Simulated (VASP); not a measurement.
Input:

```
Pt
1.0
    0.00000     2.01302     2.01302
    2.01302     0.00000     2.01302
    2.01302     2.01302     0.00000
Pt
1
Direct
  0.00000   0.00000   0.00000
```

These are rev-vdW-DF2, VASP's PBE PAW potentials (set 64) (plane waves; VASP 6.6.1) values and carry that method's errors. Numerical set-up: 520 eV cut-off, 16×16×16 Γ-centred mesh, first-order Methfessel-Paxton smearing of 0.10 eV, potentials Pt.

Unless said otherwise, spin-orbit coupling is left out, though it shifts the bands of the heavy elements here.

Q: What does the run give for the energy per atom (σ→0), pressure, band gap (on the k-mesh) with the smallest direct gap where there is one?

A: 
```
Property                                                    Result
------------------------  ----------------------------------------
band gap (on the k-mesh)  none (metal, semimetal or under 0.01 eV)
energy per atom (σ→0)                               -4.005 eV/atom
pressure                                                -13.22 GPa
```

Total energies compare only between runs with the same potentials, cut-off and functional.

The compound is Pt in the fcc structure. This cell is one point of a volume scan, at 1.06 of the reference volume.
